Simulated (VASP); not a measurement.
Consider the following.

```xyz
2
Lattice="0.0000 2.1175 2.1175 2.1175 0.0000 2.1175 2.1175 2.1175 0.0000" Properties=species:S:1:pos:R:3 pbc="T T T"
Ti     0.0000     0.0000     0.0000
N      2.1175     2.1175     2.1175
```

Method: SCAN meta-GGA, VASP's PBE PAW potentials (set 64) (plane waves; VASP). Run with 520 eV cut-off, 17×17×17 Γ-centred mesh, tetrahedra with Blöchl corrections, potentials Ti_sv N.

**Question.** Tabulate the total density of states (states/eV per cell) against energy (eV; zero at the valence-band maximum or, without a gap, the Fermi level).

**Answer.** 
(E (eV), DOS (states/eV)): (-9.99, 0.00); (-9.64, 0.00); (-9.29, 0.00); (-8.94, 0.00); (-8.60, 0.00); (-8.25, 0.21); (-7.90, 0.40); (-7.55, 0.73); (-7.20, 1.15); (-6.85, 1.38); (-6.50, 0.93); (-6.16, 0.34); (-5.81, 2.98); (-5.46, 3.25); (-5.11, 1.78); (-4.76, 1.35); (-4.41, 1.03); (-4.06, 0.84); (-3.71, 0.47); (-3.37, 0.18); (-3.13, 0.12); (-2.79, 0.09); (-2.44, 0.10); (-2.09, 0.15); (-1.74, 0.22); (-1.39, 0.31); (-1.04, 0.40); (-0.69, 0.56); (-0.34, 0.70); (0.01, 0.82); (0.35, 0.98); (0.70, 1.28); (1.05, 1.36); (1.40, 1.91); (1.75, 3.07); (2.10, 2.82); (2.44, 4.34); (2.79, 0.73); (3.14, 0.88); (3.49, 1.06)
Within 2 eV below the Fermi level the largest weight inside VASP's projection spheres is Ti d.

The structure comes from a measured TiN entry (Fm-3m) of the Crystallography Open Database, whose conditions weren't checked. The cell was not relaxed at this level. The electron count is odd and the run is not spin-polarised, which forces a metal.
